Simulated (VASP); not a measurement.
Input:

```
BN
1.0
    1.27533    -2.20894     0.00000
    1.27533     2.20894     0.00000
    0.00000     0.00000     4.21965
B N
2 2
Direct
  0.66667   0.33333   0.50034
  0.33333   0.66667   0.00034
  0.66667   0.33333   0.87466
  0.33333   0.66667   0.37466
```

Calculation: vdW-DF-cx, VASP's PBE PAW potentials (set 64) (plane waves; VASP). Settings: 520 eV cut-off, Gaussian smearing of 0.050 eV, potentials B N.

Problem. What does the run give for the band gap (along the path) with the smallest direct gap where there is one?

Solution. 
The band gap (along the path) comes out as 5.09 eV. The smallest direct gap (along the path) is 8.25 eV.

The absolute energy has meaning only against runs of the same code, potentials and settings.

The compound is BN in the wurtzite structure, a metastable high-pressure form. It was relaxed first.
